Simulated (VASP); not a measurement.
An input for Quantum ESPRESSO's pw.x (written as the equivalent of a VASP run, and not itself run):

```
&CONTROL
  calculation = 'scf'
  pseudo_dir = './pseudo'
  outdir = './out'
  tprnfor = .true.
  tstress = .true.
/
&SYSTEM
  ibrav = 0
  nat = 8
  ntyp = 2
  ecutwfc = 72
  occupations = 'smearing'
  smearing = 'fermi-dirac'
  degauss = 0.003675
  input_dft = 'pbe'
/
&ELECTRONS
  conv_thr = 7.3e-08
  electron_maxstep = 100
/
ATOMIC_SPECIES
  Sn 118.710 Sn.upf
  S 32.060 S.upf
CELL_PARAMETERS angstrom
    11.3726540    0.0000000    0.0000000
     0.0000000    3.9501330    0.0000000
     0.0000000    0.0000000    4.5251040
ATOMIC_POSITIONS crystal
  Sn   0.6216300  0.2500000  0.3695400
  Sn   0.3783700  0.7500000  0.6304600
  Sn   0.8783700  0.7500000  0.8695400
  Sn   0.1216300  0.2500000  0.1304600
  S    0.3475000  0.2500000  0.0106000
  S    0.6525000  0.7500000  0.9894000
  S    0.1525000  0.7500000  0.5106000
  S    0.8475000  0.2500000  0.4894000
K_POINTS automatic
  1 3 2 0 0 0
```

Problem. Write the VASP files for the same calculation (PBE).

Solution. This is not unique; one that fits is 
File POSCAR:
```
SnS
1
   11.3726540000     0.0000000000     0.0000000000
    0.0000000000     3.9501330000     0.0000000000
    0.0000000000     0.0000000000     4.5251040000
Sn S
4 4
Direct
  0.6216300000   0.2500000000   0.3695400000
  0.3783700000   0.7500000000   0.6304600000
  0.8783700000   0.7500000000   0.8695400000
  0.1216300000   0.2500000000   0.1304600000
  0.3475000000   0.2500000000   0.0106000000
  0.6525000000   0.7500000000   0.9894000000
  0.1525000000   0.7500000000   0.5106000000
  0.8475000000   0.2500000000   0.4894000000
```

**KPOINTS**
```
Automatic mesh
0
Gamma
1 3 2
0 0 0
```

**INCAR**
```
SYSTEM = SnS
PREC = Accurate; ENCUT = 300; LREAL = F
LASPH = T
EDIFF = 1E-6; NELM = 100; ALGO = Normal
LMAXMIX = 4
ISMEAR = -1; SIGMA = 0.05
GGA = PE
ISIF = 2
LWAVE = F; LCHARG = F
```

POTCAR, in this order: Sn_d S (PBE.64 set). Program: vasp_std.

Limits of the translation: the potentials are each code's own (VASP's PAW set, PseudoDojo norm-conserving files in pw.x), so ENCUT and ecutwfc are chosen apart and not converted; conv_thr bounds pw.x's estimated SCF error, while EDIFF bounds the energy change between steps.

The structure comes from a computed database's SnS entry; how it stands against other phases isn't given here. The cell was not relaxed at this level. The k-mesh is coarse (spacing up to 0.69 per Å, 2π included), so the numbers may not be converged in it. The run is one of a series of settings (KPOINTS 1×3×2 Γ-centred mesh against the base run), some of them coarse on purpose.
